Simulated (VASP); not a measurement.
## Ti: surface energy and work function by face

Which face of Ti is cheapest, and which holds its electrons hardest?

Main program and level: VASP 6.6.1; r2SCAN; plane waves and PAW (Ti).

**1. Set-up**

Symmetry: P6_3/mmc, No. 194, hexagonal system. Conventional cell: a = 2.950 Å, b = 2.950 Å, c = 4.685 Å, α = 90.00°, β = 90.00°, γ = 120.00°. Nearest to Ti lie 12 Ti at 2.90 to 2.95 Å.

As a file:

```cif
data_structure
_symmetry_space_group_name_H-M 'P 1'
_symmetry_Int_Tables_number 1
_cell_length_a 2.9500
_cell_length_b 2.9500
_cell_length_c 4.6846
_cell_angle_alpha 90.000
_cell_angle_beta 90.000
_cell_angle_gamma 120.000
_cell_volume 35.31
loop_
_atom_site_label
_atom_site_type_symbol
_atom_site_fract_x
_atom_site_fract_y
_atom_site_fract_z
_atom_site_occupancy
Ti1 Ti 0.00000 0.00000 0.00000 1
Ti2 Ti 0.33333 0.66667 0.50000 1
```

**2. The bulk reference, job relaxation, k-mesh 15×15×8**

The bulk crystal is relaxed first, so that the slabs are cut at this functional's lattice.

File INCAR:

```
SYSTEM = Ti
PREC = Accurate
ENCUT = 420
EDIFF = 1E-06
NELM = 120
ISMEAR = 1
SIGMA = 0.15
LREAL = .FALSE.
ALGO = Normal
METAGGA = R2SCAN
LASPH = .TRUE.
NBANDS = 10
LORBIT = 11
LWAVE = .FALSE.
LCHARG = .FALSE.
KPAR = 4
IBRION = 2
NSW = 30
ISIF = 3
EDIFFG = -0.01
POTIM = 0.4
```

File POSCAR:

```
Ti
1.0
    2.9500000000      0.0000000000      0.0000000000
   -1.4750000000      2.5547749412      0.0000000000
    0.0000000000      0.0000000000      4.6846000000
Ti
2
Direct
    0.0000000000      0.0000000000      0.0000000000
    0.3333333333      0.6666666667      0.5000000000
```

File KPOINTS:

```
Automatic mesh
0
Gamma
15 15 8
0 0 0
```

The projector-augmented-wave data sets are Ti (PBE family, release 64).

Command:

```console
> mpirun -np 4 vasp_std
```

The log of the run:

```text
[banner, memory and clock lines left out]
running    4 mpi-ranks, on    1 nodes
 distrk:  each k-point on    1 cores,    4 groups
 distr:  one band on    1 cores,    1 groups

 POSCAR found type information on POSCAR Ti
 POSCAR found :  1 types and       2 ions
|                                                                             |
|               ----> ADVICE to this user running VASP <----                  |
|                                                                             |
|     You enforced a specific xc type in the INCAR file but a different       |
|     [... a line on the potential file left out ...]
|     I HOPE YOU KNOW WHAT YOU ARE DOING!                                     |
|                                                                             |

 LDA part: xc-table for (None), standard interpolation
 POSCAR, INCAR and KPOINTS ok, starting setup
 FFT: planning ... GRIDC
 FFT: planning ... GRID_SOFT
 FFT: planning ... GRID
 WAVECAR not read
 entering main loop
       N       E                     dE             d eps       ncg     rms          rms(c)
DAV:   1     0.379280586750E+00    0.37928E+00   -0.29364E+03  2708   0.622E+02
DAV:   2    -0.263113297010E+02   -0.26691E+02   -0.25666E+02  2720   0.105E+02
DAV:   3    -0.273422902053E+02   -0.10310E+01   -0.99408E+00  3822   0.235E+01
DAV:   4    -0.273523959589E+02   -0.10106E-01   -0.10054E-01  3408   0.203E+00
DAV:   5    -0.273524283046E+02   -0.32346E-04   -0.32339E-04  3214   0.948E-02    0.147E+01
DAV:   6    -0.260082327771E+02    0.13442E+01   -0.32293E+00  2730   0.172E+01    0.469E+00
DAV:   7    -0.257306932401E+02    0.27754E+00   -0.15803E+00  2906   0.110E+01    0.108E+00
DAV:   8    -0.257202753410E+02    0.10418E-01   -0.72657E-02  2756   0.257E+00    0.457E-01
DAV:   9    -0.257166970787E+02    0.35783E-02   -0.20379E-02  2940   0.115E+00    0.799E-02
DAV:  10    -0.257165899645E+02    0.10711E-03   -0.27724E-04  3400   0.159E-01    0.321E-02
DAV:  11    -0.257165357641E+02    0.54200E-04   -0.73703E-05  3072   0.696E-02    0.293E-03
DAV:  12    -0.257165352756E+02    0.48858E-06   -0.13768E-06  2004   0.909E-03
   1 F= -.25716535E+02 E0= -.25717696E+02  d E =-.257165E+02
 curvature:   0.00 expect dE= 0.000E+00 dE for cont linesearch  0.000E+00
 trial: gam= 0.00000 g(F)=  0.571E-45 g(S)=  0.514E-01 ort = 0.000E+00 (trialstep = 0.100E+01)
 search vector abs. value=  0.514E-01
 bond charge predicted
       N       E                     dE             d eps       ncg     rms          rms(c)
DAV:   1    -0.257372205425E+02   -0.20685E-01   -0.11701E+00  2700   0.112E+01    0.160E+00
DAV:   2    -0.257323460163E+02    0.48745E-02   -0.18056E-02  2708   0.112E+00    0.727E-01
DAV:   3    -0.257300603778E+02    0.22856E-02   -0.76760E-03  2912   0.628E-01    0.885E-02
DAV:   4    -0.257299420194E+02    0.11836E-03   -0.10151E-03  2700   0.329E-01    0.678E-02
DAV:   5    -0.257299347834E+02    0.72360E-05   -0.82318E-05  2932   0.726E-02    0.749E-03
DAV:   6    -0.257299174055E+02    0.17378E-04   -0.59264E-06  2912   0.185E-02    0.580E-04
DAV:   7    -0.257299170680E+02    0.33753E-06   -0.37269E-08  1354   0.156E-03
   2 F= -.25729917E+02 E0= -.25730927E+02  d E =-.133818E-01
[...]
3 F= -.25734222E+02 E0= -.25735305E+02  d E =-.176864E-01
[...]
4 F= -.25734215E+02 E0= -.25735301E+02  d E =-.176796E-01
[...]
5 F= -.25734342E+02 E0= -.25735430E+02  d E =-.127624E-03
 trial-energy change:   -0.000128  1 .order   -0.000128   -0.000165   -0.000091
 step:   2.0743(harm=  2.0743)  dis= 0.00000  next Energy=   -25.734398 (dE=-0.183E-03)
 bond charge predicted
       N       E                     dE             d eps       ncg     rms          rms(c)
DAV:   1    -0.257344060374E+02   -0.63972E-04   -0.41861E-03  2700   0.408E-01    0.227E-02
DAV:   2    -0.257343960978E+02    0.99396E-05   -0.27489E-05  3838   0.400E-02    0.118E-02
DAV:   3    -0.257343976479E+02   -0.15501E-05   -0.28957E-06  2596   0.110E-02    0.224E-03
DAV:   4    -0.257343981715E+02   -0.52368E-06   -0.15288E-07  1350   0.316E-03
   6 F= -.25734398E+02 E0= -.25735486E+02  d E =-.183306E-03
 curvature:  -1.03 expect dE=-0.116E-04 dE for cont linesearch -0.714E-08
 trial: gam= 0.00939 g(F)=  0.216E-45 g(S)=  0.113E-04 ort = 0.110E-05 (trialstep = 0.116E+01)
 search vector abs. value=  0.113E-04
 reached required accuracy - stopping structural energy minimisation
```

Wall time 76 s (4 MPI ranks of Intel Xeon Platinum 8488C (Sapphire Rapids), shared host); peak memory 0.62 GiB.

Lines that name or quote the potential files are left out of all logs, and their timing lines are given in words.

Parts of OUTCAR (step 2):

```text
ion  position               nearest neighbor table
   1  0.000  0.000  0.000-   2 2.90   2 2.90   2 2.90   2 2.90   2 2.90   2 2.90
   2  0.333  0.667  0.500-   1 2.90   1 2.90   1 2.90   1 2.90   1 2.90   1 2.90

  LATTYP: Found a hexagonal cell.
 ALAT       =     2.9500000000
 C/A-ratio  =     1.5880000000

 Subroutine GETGRP returns: Found 24 space group operations
 (whereof 12 operations were pure point group operations)

The static configuration has the point symmetry D_3h.
 The point group associated with its full space group is D_6h.

 Found    135 irreducible k-points:

   k-points           NKPTS =    135   k-points in BZ     NKDIM =    135   number of bands    NBANDS=     10

   dimension x,y,z NGX =    20 NGY =   20 NGZ =   32
   dimension x,y,z NGXF=    40 NGYF=   40 NGZF=   64

   ENCUT  =  420.0 eV  30.87 Ry    5.56 a.u.   4.93  4.93  7.83*2*pi/ulx,y,z

   NELECT =       8.0000    total number of electrons

 k-points in reciprocal lattice and weights: Automatic mesh
   0.00000000  0.00000000  0.00000000       0.001
   0.06666667  0.00000000  0.00000000       0.003
   0.13333333  0.00000000  0.00000000       0.003
   0.20000000  0.00000000  0.00000000       0.003
   0.26666667  0.00000000  0.00000000       0.003
   0.33333333  0.00000000  0.00000000       0.003
   0.40000000  0.00000000  0.00000000       0.003
   0.46666667  0.00000000  0.00000000       0.003
   0.06666667  0.06666667  0.00000000       0.003
[...]
0.33333333  0.26666667  0.50000000       0.007
   0.33333333  0.33333333  0.50000000       0.001

 average (electrostatic) potential at core
       1 -30.0797       2 -30.0797

 E-fermi :   3.2185

 k-point     1 :       0.0000    0.0000    0.0000
  band No.  band energies     occupation
      1      -3.3745      2.00000
      2       0.3423      2.00000
      3       3.8777     -0.00000
      4       4.0490     -0.00000
      5       4.0490     -0.00000
      6       4.1836     -0.00000
      7       4.5912     -0.00000
    ...

 k-point     2 :       0.0667    0.0000    0.0000
  band No.  band energies     occupation
      1      -3.2425      2.00000
      2       0.4438      2.00000
      3       3.6504     -0.00036
      4       3.7977     -0.00000
      5       4.1422     -0.00000
      6       4.3760     -0.00000
      7       4.5297     -0.00000
    ...

 k-point     3 :       0.1333    0.0000    0.0000
  band No.  band energies     occupation
      1      -2.8565      2.00000
      2       0.7213      2.00000
      3       3.1429      1.74429
      4       3.4152     -0.06887
      5       4.3319     -0.00000
      6       4.4141     -0.00000
      7       4.6633     -0.00000
      8       4.7298     -0.00000
    ...

  Total       -0.0134927     -0.0134927     -0.0148368      0.0000000     -0.0000000      0.0000000
  in kB       -0.6347901     -0.6347901     -0.6980261      0.0000000     -0.0000000      0.0000000
  external PRESSURE =      -0.6558688 kB  Pullay stress =       0.0000000 kB

  energy-cutoff  :      420.00
  volume of cell :       34.05
      direct lattice vectors                 reciprocal lattice vectors
     2.921344924  0.000000000 -0.000000000     0.342308090  0.197631668  0.000000000
    -1.460672462  2.529958917  0.000000000     0.000000000  0.395263335  0.000000000
    -0.000000000 -0.000000000  4.607674704     0.000000000 -0.000000000  0.217029210

 POSITION                                       TOTAL-FORCE (eV/Angst)
 -----------------------------------------------------------------------------------
      0.00000     -0.00000     -0.00000         0.000000      0.000000      0.000000
     -0.00000      1.68664      2.30384        -0.000000     -0.000000      0.000000
 -----------------------------------------------------------------------------------
    total drift:                               -0.000000      0.000000     -0.000000

  FREE ENERGIE OF THE ION-ELECTRON SYSTEM (eV)
  ---------------------------------------------------
  free  energy   TOTEN  =       -25.7343981715 eV

  energy  without entropy=      -25.7376624877  energy(sigma->0) =      -25.73548628

 reached required accuracy - stopping structural energy minimisation

 total charge
# of ion       s       p       d       tot
------------------------------------------
    1        0.554   0.641   2.340   3.535
    2        0.554   0.641   2.340   3.535
--------------------------------------------------
tot          1.108   1.282   4.680   7.071

[... 3 further parts left out ...]
```

CONTCAR:

```
Ti
   1.00000000000000
     2.9213449236848761    0.0000000000000000   -0.0000000000000000
    -1.4606724618424380    2.5299589171626713    0.0000000000000000
    -0.0000000000000000   -0.0000000000000000    4.6076747042748369
  Ti
     2
Direct
     0.0000000000000000    0.0000000000000000    0.0000000000000000
     0.3333333332999970    0.6666666667000030    0.5000000000000000
```

The PAW data sets were made with PBE, which is usual practice but a small mismatch for other functionals. The data set Ti keeps the semicore shell frozen, which is cheaper and a little less accurate. The run keeps the 24 symmetry operations of its start, so it cannot find a distortion of lower symmetry.

The steps of the relaxation:

```
step  energy less that of the first step (eV)  largest force (eV/Å)  pressure (GPa)  volume (Å³)
   1                                   0.0000                0.0000           -4.26        35.31
   2                                  -0.0134                0.0000            2.35        33.42
   3                                  -0.0177                0.0000            0.05        34.03
   4                                  -0.0177                0.0000           -0.04        34.05
   5                                  -0.0178                0.0000           -0.05        34.05
   6                                  -0.0179                0.0000           -0.07        34.05
```

```
conventional cell, symmetrised  before  after  change
                         a (Å)   2.950  2.921  -1.0 %
                         b (Å)   2.950  2.921  -1.0 %
                         c (Å)   4.685  4.608  -1.6 %
              volume (Å³/atom)   17.65  17.03  -3.5 %
```

The relaxed structure:

```
Ti
1.0
     2.92134    0.00000    0.00000
    -1.46067    2.52996    0.00000
     0.00000    0.00000    4.60767
Ti
2
Direct
  0.00000 0.00000 0.00000
  0.33333 0.66667 0.50000
```

Numbers from this step:

| Item | Value |
| --- | --- |
| electronic steps | 38 |
| electrons | 8 |
| free energy (TOTEN) | -25.73 eV |
| energy at zero smearing | -25.74 eV |
| Fermi energy | 3.219 eV |
| metallic | yes |

The run ended after 6 ionic steps, 0.018 eV below its first step, once forces and stress met EDIFFG = -0.01.

Energy at zero smearing: -25.73549 eV.

**3. The bulk reference, job self-consistent run, k-mesh 18×18×10**

File INCAR:

```
SYSTEM = Ti
PREC = Normal
ENCUT = 320
EDIFF = 1E-06
NELM = 120
ISMEAR = 1
SIGMA = 0.15
LREAL = .FALSE.
ALGO = Normal
METAGGA = R2SCAN
LASPH = .TRUE.
NBANDS = 10
LORBIT = 11
LWAVE = .FALSE.
LCHARG = .FALSE.
KPAR = 4
```

File POSCAR:

```
Ti
1.0
    2.9213449237      0.0000000000      0.0000000000
   -1.4606724618      2.5299589172      0.0000000000
    0.0000000000      0.0000000000      4.6076747043
Ti
2
Direct
    0.0000000000      0.0000000000      0.0000000000
    0.3333333333      0.6666666667      0.5000000000
```

File KPOINTS:

```
Automatic mesh
0
Gamma
18 18 10
0 0 0
```

Command:

```console
> mpirun -np 4 vasp_std
```

The log of the run:

```text
[banner, memory and clock lines left out]
running    4 mpi-ranks, on    1 nodes
 distrk:  each k-point on    1 cores,    4 groups
 distr:  one band on    1 cores,    1 groups

 POSCAR found type information on POSCAR Ti
 POSCAR found :  1 types and       2 ions
 [... a notice as in an earlier step ...]

 LDA part: xc-table for (None), standard interpolation
 POSCAR, INCAR and KPOINTS ok, starting setup
 FFT: planning ... GRIDC
 FFT: planning ... GRID_SOFT
 FFT: planning ... GRID
 WAVECAR not read
 entering main loop
       N       E                     dE             d eps       ncg     rms          rms(c)
DAV:   1    -0.267841598149E+01   -0.26784E+01   -0.25255E+03  4488   0.504E+02
DAV:   2    -0.263370165312E+02   -0.23659E+02   -0.22473E+02  4530   0.982E+01
DAV:   3    -0.272526466041E+02   -0.91563E+00   -0.89372E+00  6176   0.215E+01
DAV:   4    -0.272624281955E+02   -0.97816E-02   -0.97024E-02  5680   0.195E+00
DAV:   5    -0.272624580112E+02   -0.29816E-04   -0.29810E-04  5178   0.902E-02    0.154E+01
DAV:   6    -0.260306004789E+02    0.12319E+01   -0.28623E+00  4494   0.165E+01    0.512E+00
DAV:   7    -0.257474643442E+02    0.28314E+00   -0.15310E+00  4778   0.110E+01    0.103E+00
DAV:   8    -0.257365933478E+02    0.10871E-01   -0.64746E-02  4536   0.245E+00    0.456E-01
DAV:   9    -0.257334211573E+02    0.31722E-02   -0.16641E-02  4876   0.103E+00    0.802E-02
DAV:  10    -0.257333202018E+02    0.10096E-03   -0.22882E-04  5622   0.144E-01    0.356E-02
DAV:  11    -0.257332598907E+02    0.60311E-04   -0.81198E-05  4908   0.747E-02    0.252E-03
DAV:  12    -0.257332597432E+02    0.14755E-06   -0.10437E-06  3174   0.799E-03
   1 F= -.25733260E+02 E0= -.25733999E+02  d E =0.221721E-02
```

It took 19 s on 4 MPI ranks; peak memory 0.52 GiB; 66 s of CPU time.

From OUTCAR (step 3):

```text
  LATTYP: Found a hexagonal cell.
 ALAT       =     2.9213449237
 C/A-ratio  =     1.5772443257

 Found    222 irreducible k-points:

   k-points           NKPTS =    222   k-points in BZ     NKDIM =    222   number of bands    NBANDS=     10

   dimension x,y,z NGX =    14 NGY =   14 NGZ =   20
   dimension x,y,z NGXF=    28 NGYF=   28 NGZF=   40

   ENCUT  =  320.0 eV  23.52 Ry    4.85 a.u.   4.26  4.26  6.72*2*pi/ulx,y,z

   NELECT =       8.0000    total number of electrons

 E-fermi :   3.2270

 k-point     1 :       0.0000    0.0000    0.0000
  band No.  band energies     occupation
      1      -3.3743      2.00000
      2       0.3439      2.00000
      3       3.8788     -0.00000
      4       4.0511     -0.00000
      5       4.0511     -0.00000
      6       4.1865     -0.00000
      7       4.5934     -0.00000
    ...

 k-point     2 :       0.0556   -0.0000    0.0000
  band No.  band energies     occupation
      1      -3.2824      2.00000
      2       0.4148      2.00000
      3       3.7168     -0.00004
      4       3.8556     -0.00000
      5       4.1159     -0.00000
      6       4.3416     -0.00000
      7       4.5488     -0.00000
    ...

  Total       -0.0114869     -0.0114869     -0.0347597     -0.0000000      0.0000000     -0.0000000
  in kB       -0.5404249     -0.5404249     -1.6353429     -0.0000000      0.0000000     -0.0000000
  external PRESSURE =      -0.9053976 kB  Pullay stress =       0.0000000 kB

  energy-cutoff  :      320.00
  volume of cell :       34.05
      direct lattice vectors                 reciprocal lattice vectors
     2.921344924  0.000000000  0.000000000     0.342308090  0.197631668  0.000000000
    -1.460672462  2.529958917  0.000000000     0.000000000  0.395263335  0.000000000
     0.000000000  0.000000000  4.607674704     0.000000000  0.000000000  0.217029210

 POSITION                                       TOTAL-FORCE (eV/Angst)
 -----------------------------------------------------------------------------------
      0.00000      0.00000      0.00000        -0.000000      0.000000      0.000000
     -0.00000      1.68664      2.30384         0.000000     -0.000000      0.000000
 -----------------------------------------------------------------------------------
    total drift:                                0.000007     -0.000004     -0.000000

  FREE ENERGIE OF THE ION-ELECTRON SYSTEM (eV)
  ---------------------------------------------------
  free  energy   TOTEN  =       -25.7332597432 eV

  energy  without entropy=      -25.7354769543  energy(sigma->0) =      -25.73399881

 total charge
# of ion       s       p       d       tot
------------------------------------------
    1        0.554   0.640   2.341   3.535
    2        0.554   0.640   2.341   3.535
--------------------------------------------------
tot          1.108   1.280   4.682   7.070

[... 2 parts as in an earlier step ...]

[... 7 further parts left out ...]
```

Numbers from this step:

```yaml
electronic_steps: 12
energy_at_zero_smearing: -25.73 eV
fermi_energy: 3.227 eV
```

Energy at zero smearing: -25.73400 eV.

The run ends at a pressure of -0.09 GPa.

(Continued in part 2 of 5.)

[Lines on the potential files, build, host, timing and source positions are cut from VASP's logs without a mark.]

[Logs are printed without paths, hosts, clocks, repeated set-up lines and the standing remarks that a program may print on its own settings, such as how far it seeks lower states.]

[Hosts, paths, dates, database ids (printed as entryN), source tags and the programs' standing remarks are cut or masked in the printed files.]

[Runs that stopped without an error message from VASP are left out.]

[In band tables of VASP the shares of atoms and orbitals are scaled to a sum of 1 inside the atoms' spheres.]
